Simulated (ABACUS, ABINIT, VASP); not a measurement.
## One calculation of MnHg, 3 ways

```
CELL_PARAMETERS angstrom
3.31500 0.00000 0.00000
0.00000 3.31500 0.00000
0.00000 0.00000 3.31500
ATOMIC_POSITIONS crystal
Hg 0.00000 0.00000 0.00000
Mn 0.50000 0.50000 0.50000
```

Alike in all runs: task single point; functional PBE; k mesh 8 × 8 × 8; occupations fermi-dirac, width 0.05 eV; collinear spin, ferromagnetic start; no spin-orbit coupling. Pressure is positive in compression and, in plane waves, holds the error of the finite cutoff.

```csv
program and potentials,plane-wave cutoff (eV),notes,band gap (eV),pressure (GPa),net moment per atom (μB)
"ABINIT, JTH PAW PBE v2.0",707,13.5 valence electrons an atom on average,no gap,0.85,1.96
"VASP, PBE PAW files Hg, Mn_pv, 520 eV",520,12.5 valence electrons an atom on average,?,?,?
"ABACUS, PseudoDojo NC SR 0.4.1 PBE standard, plane waves",1320,17.5 valence electrons an atom on average,no gap,1.07,1.97
```

Problem. Estimate from the other rows what the run with VASP, PBE PAW files Hg, Mn_pv, 520 eV gave.

Solution. No band gap; pressure 0.99 GPa; net moment per atom 1.95 μB. The other rows, which needn't bracket it: pressure 0.85 to 1.07; net moment per atom 1.96 to 1.97.
